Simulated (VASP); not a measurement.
OSZICAR of a VASP run on KBr (rock salt):

File OSZICAR:
```
       N       E                     dE             d eps       ncg     rms          rms(c)
DAV:   1     0.108109188275E+03    0.10811E+03   -0.71652E+03   480   0.119E+03
DAV:   2     0.411413696394E+00   -0.10770E+03   -0.98647E+02   580   0.292E+02
DAV:   3    -0.670329816281E+01   -0.71147E+01   -0.70683E+01   620   0.656E+01
DAV:   4    -0.699725721023E+01   -0.29396E+00   -0.29367E+00   868   0.128E+01
DAV:   5    -0.699830296062E+01   -0.10458E-02   -0.10457E-02   620   0.763E-01    0.428E+00
DAV:   6    -0.685066885141E+01    0.14763E+00   -0.22934E-01   604   0.273E+00    0.306E+00
DAV:   7    -0.682996259358E+01    0.20706E-01   -0.97282E-02   608   0.192E+00    0.130E+00
DAV:   8    -0.683046515436E+01   -0.50256E-03   -0.10739E-02   648   0.948E-01    0.154E-01
DAV:   9    -0.683046746004E+01   -0.23057E-05   -0.26541E-04   656   0.118E-01    0.606E-02
DAV:  10    -0.683052098952E+01   -0.53529E-04   -0.62123E-05   600   0.520E-02    0.243E-02
DAV:  11    -0.683051993772E+01    0.10518E-05   -0.65635E-06   600   0.197E-02    0.277E-03
DAV:  12    -0.683052021817E+01   -0.28044E-06   -0.31602E-07   592   0.524E-03    0.104E-03
DAV:  13    -0.683052021721E+01    0.95542E-09   -0.15895E-08   432   0.112E-03
   1 F= -.68305202E+01 E0= -.68305202E+01  d E =-.198869E-19
```

Task: Which electronic solver shows in the log?

Result: It is blocked Davidson (ALGO = Normal, or the opening steps of other solvers). The INCAR had ALGO = Normal.

Task: Can the final energy be trusted as converged?

Result: The run converged. It stopped with EDIFF = 1E-7, NELM = 100 (LDA (Ceperley-Alder, Perdew-Zunger), plane waves, VASP's LDA PAW potentials (set 64)).

The compound is KBr in the rock salt structure. This cell is one point of a volume scan, at 0.97 of the reference volume.
